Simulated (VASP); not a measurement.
```
HfO2
1.0
    0.00000     2.57852     2.57852
    2.57852     0.00000     2.57852
    2.57852     2.57852     0.00000
Hf O
1 2
Direct
  0.00000   0.00000   0.00000
  0.25000   0.25000   0.25000
  0.75000   0.75000   0.75000
```

Computed with vdW-DF2, VASP's PBE PAW potentials (set 64) (plane waves; VASP). Run with 520 eV cut-off, 7×7×7 Γ-centred mesh, Gaussian smearing of 0.050 eV, potentials Hf_pv O.

Problem. Give the energy at these volumes per atom, relative to the lowest: 10.73, 11.07, 11.42, 11.76, 12.10 Å³.

Solution. 34.4, 8.5, 0.0, 6.6, 26.0 meV/atom. A third-order Birch-Murnaghan fit gives B0 = 232 GPa and B0′ = 4.3.

The compound is HfO2 in the fluorite structure, the high-temperature cubic form, which is unstable at 0 K; the monoclinic form is the stable one. It was relaxed first.
